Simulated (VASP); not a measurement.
Data:

```xyz
3
Lattice="-1.6192 1.6192 3.9423 1.6192 -1.6192 3.9423 1.6192 1.6192 -3.9423" Properties=species:S:1:pos:R:3 pbc="T T T"
Si     1.6192     1.6192     1.3058
Si     0.0000     0.0000     2.6365
W      0.0000     0.0000     0.0000
```

The numbers are results of revPBE GGA, VASP's PBE PAW potentials (set 64) (plane waves; VASP), not measurements. Run with 520 eV cut-off, 15×15×15 Γ-centred mesh, tetrahedra with Blöchl corrections, potentials Si W_sv.

The cores are frozen, which limits the accuracy of field gradients.

**Question.** Give the principal components of the electric field gradient (V/Å²) and the asymmetry η at each nucleus.

**Answer.** 
```csv
atom,Vxx,Vyy,Vzz,η
Si1,4.7,4.7,-9.4,0.00
Si2,4.7,4.7,-9.4,0.00
W3,68.0,68.0,-136.0,0.00
```

The compound is WSi2 in the MoSi2 type structure. It was relaxed first.
